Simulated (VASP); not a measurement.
An input for Ansatz (written as the equivalent of a VASP run, and not itself run):

Ansatz 0.2 input:
```yaml
crystal:
  lattice:
    - [1.2515309, -2.1677156, 0.0000000]
    - [1.2515309, 2.1677156, 0.0000000]
    - [0.0000000, 0.0000000, 6.7645587]
  atoms:
    - { symbol: B, position: [0.3333330, 0.6666670, 0.2500000] }
    - { symbol: B, position: [0.6666670, 0.3333330, 0.7500000] }
    - { symbol: N, position: [0.6666670, 0.3333330, 0.2500000] }
    - { symbol: N, position: [0.3333330, 0.6666670, 0.7500000] }
kpoints:
  mp_grid: { grid: [10, 10, 4] }
hamiltonian:
  xc: r2scan
  pseudopotentials: { kind: paw }
scf:
  occupations: { method: gaussian, width: 0.05 }
  max_iter: 100
relax:
  max_steps: 40
  f_tol: 0.02
  cell: {}
output: { forces: true, stress: true, eigenvalues: true }
```

Question: Translate this input to VASP (INCAR, KPOINTS, POSCAR, choice of POTCAR).

Answer: This is not unique; one that fits is 
### INCAR
```
! general
SYSTEM  = BN
PREC    = Accurate
ENCUT   = 620
LREAL   = .FALSE.
LASPH   = .TRUE.

! electronic loop
EDIFF   = 1E-6
NELM    = 100
ALGO    = Normal
LMIXTAU = .TRUE.

! smearing
ISMEAR  = 0
SIGMA   = 0.05

! functional
METAGGA = R2SCAN

! ions
IBRION  = 2
NSW     = 40
ISIF    = 3
EDIFFG  = -0.02

! output
LWAVE   = .FALSE.
LCHARG  = .FALSE.
```

### KPOINTS
```
Automatic mesh
0
G
 10 10 4
```

POSCAR:
```
BN
1
    1.2515309384    -2.1677155609    -0.0000000000
    1.2515309384     2.1677155609     0.0000000000
   -0.0000000000     0.0000000000     6.7645586847
B N
2 2
Direct
  0.3333330000   0.6666670000   0.2500000000
  0.6666670000   0.3333330000   0.7500000000
  0.6666670000   0.3333330000   0.2500000000
  0.3333330000   0.6666670000   0.7500000000
```

POTCAR, in this order: B N (PBE.64 set). Program: vasp_std.

Limits of the translation: each code has its own PAW files, so the cut-off isn't converted (ENCUT is set for VASP's; basis.ecutwfc is left out, and Ansatz then takes the one that its files recommend); Ansatz stops its SCF on the density residual and VASP on the energy change (EDIFF).

The compound is BN in the hex structure. It was relaxed first.
